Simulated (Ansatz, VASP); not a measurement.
# LiLuSe2 (CuAu-ordered zincblende type (invented)) in two plane-wave programs, part 2 of 2

One calculation is typed for both programs; each brings its own data sets. How far apart do they land? The cell is generated by rule, not measured, and may not be a known phase. The cell is taken from a series of runs on this material, whose earlier steps may have relaxed, scaled, displaced or heated it; both programs get it as it stands.

VASP 6.6.1 and Ansatz 0.2.0.

So far: Set-up; VASP: relaxation of cell and atoms, PBE.

### Step 3. Ansatz: relaxation of cell and atoms, PBE

Level of this step: Ansatz beside VASP: Kohn-Sham DFT, plane waves, PBE (Ansatz).

Ansatz runs on its default PAW (the set named soft_2) files.

The same cell, functional, mesh and smearing now go to Ansatz, which takes its cutoff from its data sets.

input.yaml reads:

```yaml
crystal:
  lattice:
    - [4.3548180524, 0.0, 0.0]
    - [0.0, 4.3548180524, 0.0]
    - [0.0, 0.0, 6.0208411233]
  atoms:
    - { symbol: Li, position: [0.0, 0.0, 0.0] }
    - { symbol: Lu, position: [0.5, 0.5, 0.5] }
    - { symbol: Se, position: [0.0, 0.5, 0.2396181937] }
    - { symbol: Se, position: [0.5, 0.0, 0.7603818063] }
kpoints:
  mp_grid: { grid: [6, 6, 4] }
hamiltonian:
  xc: pbe
scf:
  occupations: { method: gaussian, width: 0.02 }
output:
  forces: true
  stress: true
  eigenvalues: true
relax:
  adjacent_minimum: "off"
  f_tol: 0.005
  max_steps: 80
  cell: { stress_tol: 0.05 }
```

Command:

```
$ ansatz run input.yaml --threads 2 --pin off --max-ram 5120MiB --backend cpu --events-out ev --progress --plain --runs-dir out
```

Numbers of over 12 decimals in the logs are rounded to 6 here.

Output:

```text
Engine: ansatz 0.2.0, aarch64-unknown-linux-gnu
Pseudopotentials: kind: paw
Pseudopotential: Li, paw, valence charge 3, recommended cutoff 420 eV (normal), Li.paw.azcp
Pseudopotential: Lu, paw, valence charge 25, recommended cutoff 420 eV (normal), Lu.paw.azcp
Pseudopotential: Se, paw, valence charge 16, recommended cutoff 420 eV (normal), Se.paw.azcp
Functional definition: PBE
  parameter kappa = 0.804
  parameter beta = 0.066725
  exchange = pbe_x(kappa = kappa, mu = beta*pi^2/3)
  correlation = pbe_c(beta = beta)
Crystal: 4 atoms, lattice volume = 114.182 Å³
Basis set: ecut = 420 eV, 2229 PW (Γ), exchange–correlation on 60×60×90 points (8 copies of the dense FFT grid, shifted against one another)
Bands: 36, of which v1, the nominal top of the filled ones, is band 30 counted from 1 (29 counted from 0)
Symmetry: 8 space group operations
Space group: P-4m2 (ITA 115), of the structure as read, at distance tolerance 4.9e-5 Å
k-points: 30 of 144 (time reversal used)
Non-local potential: Li, projectors of the file, l = 0: 3, l = 1: 2, l = 2: 1
Non-local potential: Lu, projectors of the file, l = 0: 3, l = 1: 2, l = 2: 2, l = 3: 3
Non-local potential: Se, projectors of the file, l = 0: 2, l = 1: 2, l = 2: 3, l = 3: 1
PAW form: soft (Blöchl's): semilocal exchange-correlation on the pseudo side does not see the compensation charge
PAW one-centre angular grid: Li, 110 points (default); XC on 64 Gauss nodes
PAW one-centre angular grid: Lu, 590 points (default); XC on 64 Gauss nodes
PAW one-centre angular grid: Se, 590 points (default); XC on 64 Gauss nodes
Initial density: superposition of atomic densities (neutral atoms: chi_scale 0, normalization atom), corrected by the library's trained network
Initial wavefunctions: pseudopotential atomic-orbital guess
Functional: x = pbe(κ = 0.804, μ = 0.219515), c = pbe(β = 0.066725)
SCF iter   1: F=—  HF=-25881.134961 eV  |F-HF|=—  |Δ(HF+E_count)|=         —  Δρ=9.18e-4  dr2=1.13e-3  ethr=1.77e-3  ⟨swp⟩=6.8  Hψ=4859  notcnv=0
preconditioner: auto → Resta (q_TF=auto, 2.451 Å⁻¹)  ε∞=6.0  [insulator: Δε(μ)=2.944 eV  Ē_g=8.534 eV  σ=0.020 eV  W_gap=1.00  n_scr=28 (ndim 8)  ℏωp=19.0 eV  f_vac=0.179  D(μ)=0.00/eV (n_scr^D=0)  ε∞_Penn≈6.0]
SCF iter   2: F=—  HF=-25881.134527 eV  |F-HF|=—  |Δ(HF+E_count)|=   4.34e-4  Δρ=4.97e-4  dr2=2.99e-4  ethr=1.89e-6  ⟨swp⟩=3.0  Hψ=3161  notcnv=0  defer=45
SCF iter   3: F=—  HF=-25881.134611 eV  |F-HF|=—  |Δ(HF+E_count)|=   8.34e-5  Δρ=3.30e-4  dr2=1.44e-4  ethr=4.98e-7  ⟨swp⟩=2.0  Hψ=1917  notcnv=0  defer=45
SCF iter   4: F=—  HF=-25881.134640 eV  |F-HF|=—  |Δ(HF+E_count)|=   2.90e-5  Δρ=1.01e-4  dr2=1.55e-5  ethr=2.40e-7  ⟨swp⟩=2.0  Hψ=1931  notcnv=0  defer=45
SCF iter   5: F=—  HF=-25881.134586 eV  |F-HF|=—  |Δ(HF+E_count)|=   5.32e-5  Δρ=4.52e-5  dr2=3.55e-6  ethr=2.59e-8  ⟨swp⟩=2.0  Hψ=1931  notcnv=0  defer=45
SCF iter   6: F=—  HF=-25881.134589 eV  |F-HF|=—  |Δ(HF+E_count)|=   2.52e-6  Δρ=1.44e-5  dr2=3.11e-7  ethr=5.92e-9  ⟨swp⟩=2.7  Hψ=1920  notcnv=0  defer=45
SCF iter   7: F=-25881.134589 eV  HF=-25881.134589 eV  |F-HF|=1.14e-7  |Δ(HF+E_count)|=   6.97e-8  Δρ=7.51e-6  dr2=9.28e-8  ethr=1.67e-10  ⟨swp⟩=11.2  Hψ=6778  notcnv=0
SCF 1 converged in 7 iterations: F = -25881.134589 eV  dr2 = 9.28e-8
  greatest PAW one-centre occupation: 1.000 electrons in one spin orbital (limit 2), on the Se atom at site 3 (counted from 0), in its partial waves of l = 2
relax step   1: F+E_penalty+E_count = -25881.13458906 eV  Δ(F+E_penalty+E_count) = +0.000e0 eV  max|allowed force component| = 5.270e-4 eV/Å  Δτ_max = 0.0000 Å  P = -0.008 GPa  Ω = 114.182 Å³  (7 SCF iters, dr2 threshold 1.00e-7 eV, accepted)
Initial density: handed on by an earlier stage of this run
Initial wavefunctions: pseudopotential atomic-orbital guess (no wavefunctions were taken with the density)
iter 1 solved again at ethr=4.64e-8 eV; its pass at ethr=3.10e-3 eV (dr2=2.78e-5 eV) is discarded
SCF iter   1: F=—  HF=-25881.134655 eV  |F-HF|=—  |Δ(HF+E_count)|=         —  Δρ=7.73e-6  dr2=9.18e-8  ethr=4.64e-8  ⟨swp⟩=4.1  Hψ=9005  notcnv=0
preconditioner: auto → Resta (q_TF=auto, 2.451 Å⁻¹)  ε∞=6.0  [insulator: Δε(μ)=2.949 eV  Ē_g=8.545 eV  σ=0.020 eV  W_gap=1.00  n_scr=28 (ndim 8)  ℏωp=19.0 eV  f_vac=0.178  D(μ)=0.00/eV (n_scr^D=0)  ε∞_Penn≈6.0]
SCF iter   2: F=—  HF=-25881.134589 eV  |F-HF|=—  |Δ(HF+E_count)|=   6.56e-5  Δρ=5.94e-6  dr2=5.77e-8  ethr=1.53e-10  ⟨swp⟩=3.1  Hψ=2718  notcnv=0
SCF iter   3: F=—  HF=-25881.134589 eV  |F-HF|=—  |Δ(HF+E_count)|=   4.64e-8  Δρ=3.53e-6  dr2=2.71e-8  ethr=9.62e-11  ⟨swp⟩=2.1  Hψ=1460  notcnv=0
SCF iter   4: F=—  HF=-25881.134589 eV  |F-HF|=—  |Δ(HF+E_count)|=   4.34e-8  Δρ=1.10e-6  dr2=2.69e-9  ethr=4.52e-11  ⟨swp⟩=2.0  Hψ=1980  notcnv=0
SCF iter   5: F=—  HF=-25881.134589 eV  |F-HF|=—  |Δ(HF+E_count)|=  5.75e-10  Δρ=7.08e-7  dr2=5.32e-10  ethr=4.49e-12  ⟨swp⟩=2.9  Hψ=2339  notcnv=0
SCF iter   6: F=—  HF=-25881.134589 eV  |F-HF|=—  |Δ(HF+E_count)|=  5.68e-10  Δρ=1.89e-7  dr2=6.84e-11  ethr=1.00e-12  ⟨swp⟩=2.2  Hψ=1986  notcnv=0
SCF iter   7: F=-25881.134589 eV  HF=-25881.134589 eV  |F-HF|=1.09e-11  |Δ(HF+E_count)|=  5.46e-11  Δρ=5.54e-8  dr2=2.06e-12  ethr=1.00e-12  ⟨swp⟩=6.0  Hψ=5494  notcnv=0
SCF 2 converged in 7 iterations: F = -25881.134589 eV  dr2 = 2.06e-12
relax step   2: F+E_penalty+E_count = -25881.13458911 eV  Δ(F+E_penalty+E_count) = -4.673e-8 eV  max|allowed force component| = 5.921e-4 eV/Å  Δτ_max = 0.0000 Å  P = -0.008 GPa  Ω = 114.182 Å³  stress off target by 9.40e-3 GPa  SCF on the basis re-selected at this cell (its energy is not comparable with the rows above)  (7 SCF iters)
basis re-selected at this cell: Δ(F+E_penalty+E_count) = -4.673e-8 eV, ΔP = +0.000 GPa vs the last step (what re-selecting the basis moved, of the pressure what is left beyond the Pulay correction that the steps carried, after the strain that the cell walked since its last selection, with what the two solves' SCF thresholds leave and, on support functions, any second-order correction that the steps lacked; it is no m [...]
SCF converged after 7 iterations
Free energy (F): -25881.134589 eV
Harris-Foulkes:  -25881.134589 eV  (|F-HF|=1.09e-11)
Internal energy: -25881.134589 eV  (E = F + TS)
E sigma→0 (E₀):  -25881.134589 eV
Fermi energy:    6.426904 eV
--- Per-component energies (eV) ---
  E_band       = -1072.728401
  E_kinetic    = 677.758676
  E_local      = -14181.939197  (includes V_loc(G=0)·N_el)
  E_nonlocal   = -649.545633
  E_hartree    = 6385.092628
  E_xc         = -438.369381
  E_vxc        = -469.688601  (∫ρ·V_xc dr)
  E_paw        = -11216.570837  (= ΣΔE_a)
  E_vpaw       = 780.502215  (= ΣTr[D̂ρ^β])
  E_aug_tail   = -0.001162  (compensation charges beyond the density's cutoff)
  E_ewald      = -6457.559685
  E_smearing   = -0.000000  (= −TS)
  E_closure    = -0.000000  (closes the sum)
  Σ components = -25881.134589   (vs F -25881.134589, Δ=0.00e0)
--- Forces (eV/Å), atoms counted from 1 ---
  atom   1  Li    -0.00000000     0.00000000     0.00000000
  atom   2  Lu    -0.00000000     0.00000000     0.00000000
  atom   3  Se    -0.00000000     0.00000000    -0.00059213
  atom   4  Se     0.00000000     0.00000000     0.00059213
  max |Σ_I F_I| component: 4.25e-17 eV/Å
--- Stress (GPa, compression-positive) ---
       -0.006693       0.000000      -0.000000
        0.000000      -0.006693       0.000000
       -0.000000       0.000000      -0.009404
  P = ⅓ Tr σ = -0.0076 GPa (-0.076 kbar)
--- Band table (eV; the first three rows and the last of 30) ---
  k-point 0: bands = [... 26 lower, 3.9873, 4.3814, 4.7101, 4.7101, 8.0817, 8.3823, 8.8563, 9.5313, ... 2 higher]
  k-point 1: bands = [... 26 lower, 3.8877, 3.9828, 4.8416, 4.8416, 8.2063, 9.1147, 9.2167, 9.5418, ... 2 higher]
  k-point 2: bands = [... 26 lower, 3.8096, 3.8096, 4.9526, 4.9526, 8.4182, 9.5523, 9.6612, 10.0313, ... 2 higher]
  k-point 29: bands = [... 26 lower, 3.6042, 3.9255, 4.2190, 4.2190, 8.2773, 8.2773, 9.7074, 9.7392, ... 2 higher]
--- Relaxed structure (1 steps of the walk, 1 accepted, 1 SCFs on fresh bases) ---
  F+E_penalty+E_count = -25881.13458911 eV   max|allowed force component| = 5.921e-4 eV/Å   (the final SCF, on the basis selected at the relaxed cell)
  cell:  # Å, volume = 114.1819 Å³
    - [4.3548180524, 0.0, 0.0]
    - [0.0, 4.3548180524, 0.0]
    - [0.0, 0.0, 6.0208411233]
  atoms:
    - { symbol: Li, position: [0.0, 0.0, 0.0] }
    - { symbol: Lu, position: [0.500000, 0.500000, 0.500000] }
    - { symbol: Se, position: [0.0, 0.500000, 0.239618] }
    - { symbol: Se, position: [0.500000, 0.0, 0.760382] }
```

The column dr2 measures how far the density is from self-consistency, as an energy; F and HF (Harris–Foulkes) agree once it is small.

### Step 4. Differences

Known differences besides the potentials themselves: the data sets hold 60 valence electrons in Ansatz (on its default PAW (the set named soft_2) files) and 24 in VASP; the cutoff is 420 eV in Ansatz and 750 eV in VASP; Ansatz adds a Pulay correction to the stress that steers its cell, VASP none. Total energies have different zeros and are not compared.

The two programs side by side:

| quantity | Ansatz | VASP | difference |
| --- | --- | --- | --- |
| volume (Å³) | 114.18 | 113.85 | +0.29 % |
| edge a after relaxation, in the typed setting (Å) | 4.355 | 4.351 | +0.08 % |
| edge c after relaxation, in the typed setting (Å) | 6.021 | 6.013 | +0.13 % |

### Step 5. Outcome

| Item | Value |
| --- | --- |
| difference in volume (relaxation of cell and atoms, PBE) | 0.29 % |

In words: The difference in volume is 0.29 % (relaxation of cell and atoms, PBE), within the 1.2 % picked in this series as the mark of a large difference, as far as the stopping tolerances let one tell. The data sets hold unlike numbers of valence electrons (60 in Ansatz and 24 in VASP), so part of the differences comes from the potentials. Such differences can come from data sets, numerical settings and the points named under the comparisons, not from the functional's error against experiment.

[Lines on the potential files, build, host, timing and source positions are cut from VASP's logs without a mark.]

[Logs are printed without paths, hosts, clocks, repeated set-up lines and the standing remarks that a program may print on its own settings, such as how far it seeks lower states.]

[Hosts, paths, dates, database ids (printed as entryN), source tags and the programs' standing remarks are cut or masked in the printed files.]
